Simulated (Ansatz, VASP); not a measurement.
# RbSbS3: VASP beside Ansatz, part 2 of 2

Wanted: the spread between two codes on one cell, functional and k mesh. The cell is generated by rule, not measured, and may not be a known phase. The cell is taken from a series of runs on this material, whose earlier steps may have relaxed, scaled, displaced or heated it; both programs get it as it stands.

VASP 6.6.1 and Ansatz 0.2.0.

So far: Set-up; VASP: zone-centre phonons, PBEsol.

The structure was built from a prototype and need not be the compound's stable phase.

## (3) Ansatz: zone-centre phonons, PBEsol

Level of this step: Ansatz beside VASP: Kohn-Sham DFT, plane waves, PBEsol (Ansatz).

Ansatz runs on its PAW soft_1 files.

The same cell, functional, mesh and smearing now go to Ansatz, which takes its cutoff from its data sets.

Contents of input.yaml:

```yaml
crystal:
  lattice:
    - [5.0714313962, 0.0, 0.0]
    - [0.0, 5.0714313962, 0.0]
    - [0.0, 0.0, 5.0714313962]
  atoms:
    - { symbol: Rb, position: [0.0, 0.0, 0.0] }
    - { symbol: Sb, position: [0.5, 0.5, 0.5] }
    - { symbol: S, position: [0.5, 0.5, 0.0] }
    - { symbol: S, position: [0.5, 0.0, 0.5] }
    - { symbol: S, position: [0.0, 0.5, 0.5] }
kpoints:
  mp_grid: { grid: [8, 8, 8] }
hamiltonian:
  xc: pbesol
  pseudopotentials: { kind: paw, azcp: { folder: soft_1 }, xc_functional: pbe }
scf:
  occupations: { method: methfessel_paxton, width: 0.2 }
output:
  eigenvalues: true
phonons:
  method: dfpt
```

Launch:

```
$ ansatz run input.yaml --threads 8 --pin off --max-ram 16384MiB --backend cpu --events-out ev --progress --plain --runs-dir out
```

Numbers of over 12 decimals in the logs are rounded to 6 here.

The program printed:

```text
zone centre: on kpoints.mp_grid the ground state, and the responses unless they are solved on pairs of k-points, stand on 125 of the mesh's 512 k-points, reduced under 8 symmetry operations, with k and −k counted as one. Each operation leaves every solved displacement unchanged or reverses it
Engine: ansatz 0.2.0, aarch64-unknown-linux-gnu
Pseudopotentials: kind: paw
Pseudopotential: Rb, paw, valence charge 9, recommended cutoff 420 eV (normal), soft_1/Rb.paw.azcp
Pseudopotential: Sb, paw, valence charge 15, recommended cutoff 420 eV (normal), soft_1/Sb.paw.azcp
Pseudopotential: S, paw, valence charge 6, recommended cutoff 420 eV (normal), soft_1/S.paw.azcp
Functional definition: PBEsol
  exchange = pbesol_x
  correlation = pbesol_c
Crystal: 5 atoms, lattice volume = 130.434 Å³
Basis set: ecut = 420 eV, 2517 PW (Γ), exchange–correlation on 72×72×72 points (8 copies of the dense FFT grid, shifted against one another)
Bands: 26, of which v1, the nominal top of the filled ones, is band 21 counted from 1 (20 counted from 0)
Symmetry: 48 space group operations
k-points: 125 of 512 (irreducible under 8 space group operations)
Non-local potential: Rb, projectors of the file, l = 0: 3, l = 1: 2, l = 2: 2
Non-local potential: Sb, projectors of the file, l = 0: 2, l = 1: 2, l = 2: 2, l = 3: 1
Non-local potential: S, projectors of the file, l = 0: 2, l = 1: 2, l = 2: 1
PAW form: soft (Blöchl's): semilocal exchange-correlation on the pseudo side does not see the compensation charge
PAW frozen core: Rb, regenerated for the run's functional, and the local potential with it (the file was generated under x = pbe(κ = 0.804, μ = 0.219515), c = pbe(β = 0.066725))
PAW frozen core: Sb, regenerated for the run's functional, and the local potential with it (the file was generated under x = pbe(κ = 0.804, μ = 0.219515), c = pbe(β = 0.066725))
PAW frozen core: S, regenerated for the run's functional, and the local potential with it (the file was generated under x = pbe(κ = 0.804, μ = 0.219515), c = pbe(β = 0.066725))
PAW one-centre angular grid: Rb, 110 points (default); XC on 64 Gauss nodes
PAW one-centre angular grid: Sb, 590 points (default); XC on 64 Gauss nodes
PAW one-centre angular grid: S, 110 points (default); XC on 64 Gauss nodes
Initial density: superposition of atomic densities (chi_scale 0.1, normalization cell, long waves kept (reshape's long-wave potential 0.00 eV rms))
Initial wavefunctions: pseudopotential atomic-orbital guess
Functional: x = pbesol(κ = 0.804, μ = 0.123457), c = pbesol(β = 0.046)
SCF iter   1: F=—  HF=-12282.881122 eV  |F-HF|=—  |Δ(HF+E_count)|=         —  Δρ=3.30e-2  dr2=3.92e0  ethr=3.10e-3  ⟨swp⟩=7.2  Hψ=17313  notcnv=0
preconditioner: auto → Kerker (q_TF=auto, 2.259 Å⁻¹)  [metal: Δε(μ)=0.035 eV  Ē_g=10.461 eV  σ=0.200 eV  W_gap=0.15  n_scr=26 (ndim 8)  ℏωp=17.8 eV  f_vac=0.000  D(μ)=2.54/eV (n_scr^D=18)]
SCF iter   2: F=—  HF=-12282.048550 eV  |F-HF|=—  |Δ(HF+E_count)|=   8.33e-1  S|Δr|=    0.00e0  Δρ=2.01e-2  dr2=1.81e0  ethr=3.10e-3  ⟨swp⟩=3.3  Hψ=5709  notcnv=0  defer=59
SCF iter   3: F=—  HF=-12281.386690 eV  |F-HF|=—  |Δ(HF+E_count)|=   6.62e-1  S|Δr|=    0.00e0  Δρ=6.89e-3  dr2=1.66e-1  ethr=3.10e-3  ⟨swp⟩=3.9  Hψ=7326  notcnv=0  defer=55
SCF iter   4: F=—  HF=-12281.328223 eV  |F-HF|=—  |Δ(HF+E_count)|=   5.85e-2  S|Δr|=    0.00e0  Δρ=2.80e-3  dr2=3.14e-2  ethr=3.94e-4  ⟨swp⟩=2.7  Hψ=4675  notcnv=0  defer=13
SCF iter   5: F=—  HF=-12281.317765 eV  |F-HF|=—  |Δ(HF+E_count)|=   1.05e-2  S|Δr|=    0.00e0  Δρ=9.21e-4  dr2=2.02e-3  ethr=7.48e-5  ⟨swp⟩=2.1  Hψ=4951  notcnv=0  defer=13
SCF iter   6: F=—  HF=-12281.318308 eV  |F-HF|=—  |Δ(HF+E_count)|=   5.43e-4  S|Δr|=    0.00e0  Δρ=3.84e-4  dr2=3.26e-4  ethr=4.80e-6  ⟨swp⟩=2.0  Hψ=5897  notcnv=0  defer=10
SCF iter   7: F=—  HF=-12281.318268 eV  |F-HF|=—  |Δ(HF+E_count)|=   4.05e-5  S|Δr|=    0.00e0  Δρ=6.27e-5  dr2=4.55e-6  ethr=7.77e-7  ⟨swp⟩=2.0  Hψ=5354  notcnv=0  defer=10
SCF iter   8: F=—  HF=-12281.318279 eV  |F-HF|=—  |Δ(HF+E_count)|=   1.18e-5  S|Δr|=    0.00e0  Δρ=1.55e-5  dr2=5.07e-7  ethr=1.08e-8  ⟨swp⟩=3.0  Hψ=6389  notcnv=0  defer=10
SCF iter   9: F=—  HF=-12281.318281 eV  |F-HF|=—  |Δ(HF+E_count)|=   1.43e-6  S|Δr|=    0.00e0  Δρ=4.43e-6  dr2=5.57e-8  ethr=1.21e-9  ⟨swp⟩=2.0  Hψ=4689  notcnv=0  defer=22
SCF iter  10: F=—  HF=-12281.318281 eV  |F-HF|=—  |Δ(HF+E_count)|=   3.11e-8  S|Δr|=    0.00e0  Δρ=1.18e-6  dr2=3.80e-9  ethr=1.33e-10  ⟨swp⟩=2.1  Hψ=5016  notcnv=0  defer=22
SCF iter  11: F=—  HF=-12281.318281 eV  |F-HF|=—  |Δ(HF+E_count)|=   2.91e-9  S|Δr|=    0.00e0  Δρ=3.10e-7  dr2=1.84e-10  ethr=9.06e-12  ⟨swp⟩=2.2  Hψ=5062  notcnv=0  defer=22
SCF iter  12: F=-12281.318281 eV  HF=-12281.318281 eV  |F-HF|=5.46e-12  |Δ(HF+E_count)|=  2.31e-10  S|Δr|=    0.00e0  Δρ=5.44e-8  dr2=4.41e-12  ethr=1.00e-12  ⟨swp⟩=10.7  Hψ=24686  notcnv=0
SCF 1 converged in 12 iterations: F = -12281.318281 eV  dr2 = 4.41e-12
  greatest PAW one-centre occupation: 0.997 electrons in one spin orbital (limit 2), on the Sb atom at site 1 (counted from 0), in its partial waves of l = 2
DFPT response loops at Γ: preconditioner auto → Kerker (q_TF=auto, 2.259 Å⁻¹) (partly filled bands, converged f_vac=0.009); β = 1.00, the filter's whole step (`scf.mixing.beta` (0.50) is not read by the response loops under this deck's `scf.mixing.preconditioner`; to damp them name `kerker` or `kerker_dos`, under which they read `scf.mixing.beta`, and type it under 1.00, their step now; both keys bind the ground state too); Broyden in place of MSR1
SCF converged after 12 iterations
Stability not checked: this state was not tested for a lower state beside it, because cold or Methfessel-Paxton smearing, or corrected tetrahedra, fill the levels in a way that the test cannot read (fill_not_monotonic; see scf.lower_state_search)
Free energy (F): -12281.318281 eV
Harris-Foulkes:  -12281.318281 eV  (|F-HF|=5.46e-12)
Internal energy: -12281.320559 eV  (E = F + TS)
E sigma→0 (E₀):  -12281.318850 eV
Entropy (-TS):   0.002279 eV (0.456 meV/atom)
Fermi energy:    5.352366 eV
--- Per-component energies (eV) ---
  E_band       = -293.873925
  E_kinetic    = 658.676971
  E_local      = -2912.579715  (includes V_loc(G=0)·N_el)
  E_nonlocal   = 685.035889
  E_hartree    = 1083.949538
  E_xc         = -483.870953
  E_vxc        = -465.684205  (∫ρ·V_xc dr)
  E_paw        = -8818.040582  (= ΣΔE_a)
  E_vpaw       = -427.222025  (= ΣTr[D̂ρ^β])
  E_aug_tail   = 0.000114  (compensation charges beyond the density's cutoff)
  E_ewald      = -2495.133196
  E_core_change = 0.641374  (= ΣΔE_core)
  E_smearing   = 0.002279  (= −TS)
  E_closure    = 0.000000  (closes the sum)
  Σ components = -12281.318281   (vs F -12281.318281, Δ=0.00e0)
--- Band table (eV; the first three rows and the last of 125) ---
  k-point 0: bands = [... 17 lower, 4.6660, 4.6660, 4.8534, 4.8534, 4.8534, 9.9656, 10.5503, 10.5503, ... 1 higher]
  k-point 1: bands = [... 17 lower, 4.5984, 4.5993, 4.7738, 4.8057, 4.8057, 10.2181, 10.6221, 10.7927, ... 1 higher]
  k-point 2: bands = [... 17 lower, 4.4126, 4.4487, 4.6976, 4.7281, 4.7281, 10.7003, 10.8298, 10.9702, ... 1 higher]
  k-point 124: bands = [... 17 lower, 4.0075, 5.7565, 5.7565, 5.7565, 6.7422, 6.7422, 6.7422, 9.0167, ... 1 higher]
--- Phonons (Γ-DFPT): 4 representative perturbations + reference, on 125 of 512 k-points (Σ response iterations 12) ---
  k mesh reduced under 8 symmetry operations, with k and −k counted as one. Each operation leaves every solved displacement unchanged or reverses it
  ASR residual: 1.674e-5 → 0.000e0 eV/Å²; symmetrization residual: 1.590e-6 eV/Å²
  ASR residual per site (eV/Å²): 1.67e-5 2.99e-6 7.71e-6 7.71e-6 7.71e-6
  Γ frequencies (cm⁻¹): -79.32 -79.32 -79.32 -4.78 -4.78 -4.78 0.00 0.00 0.00 75.53 75.53 75.53 199.65 199.65 199.65
  non-analytic LO–TO correction: not included (Born effective charges unavailable; polar crystals: no LO–TO splitting at Γ)
```

The column dr2 measures how far the density is from self-consistency, as an energy; F and HF (Harris–Foulkes) agree once it is small.

## (4) Comparison

Known differences besides the potentials themselves: the data sets hold 42 valence electrons in Ansatz (on its PAW soft_1 files) and 32 in VASP; the cutoff is 420 eV in Ansatz and 500 eV in VASP; Ansatz makes its cores anew for this functional, VASP keeps those of its PBE data sets. Total energies have different zeros and are not compared.

The two programs side by side:

| quantity | Ansatz | VASP | difference |
| --- | --- | --- | --- |
| optical mode 1 to 3 (imaginary, printed as negative) (cm⁻¹) | -79.3 | -80.0 | +0.7 |
| optical mode 4 to 6 (imaginary, printed as negative) (cm⁻¹) | -4.8 | -6.8 | +2.0 |
| optical mode 7 to 9 (cm⁻¹) | 75.5 | 75.9 | -0.42 % |
| optical mode 10 to 12 (cm⁻¹) | 199.7 | 202.7 | -1.49 % |

Modes are paired by rising frequency, not by their patterns, so a pair may set unlike modes beside each other; they are those without the splitting of longitudinal modes.

## (5) Outcome

| Property | Result |
| --- | --- |
| r.m.s. difference of the optical zone-centre modes, each program's sorted by frequency (zone-centre phonons, PBEsol) | 1.9 cm⁻¹ |
| difference in optical mode 10 to 12 (zone-centre phonons, PBEsol) | -1.5 % |

What this shows: The r.m.s. difference of the optical zone-centre modes, each program's sorted by frequency is 1.9 cm⁻¹ (zone-centre phonons, PBEsol). The data sets hold unlike numbers of valence electrons (42 in Ansatz and 32 in VASP), so part of the differences comes from the potentials. Among the rows given in per cent, the largest difference of the zone-centre phonons, PBEsol pair is in optical mode 10 to 12, -1.5 %. How closely two codes agree says nothing of how well the functional describes the real material.

[Lines on the potential files, build, host, timing and source positions are cut from VASP's logs without a mark.]

[Logs are printed without paths, hosts, clocks, repeated set-up lines and the standing remarks that a program may print on its own settings, such as how far it seeks lower states.]

[Hosts, paths, dates, database ids (printed as entryN), source tags and the programs' standing remarks are cut or masked in the printed files.]
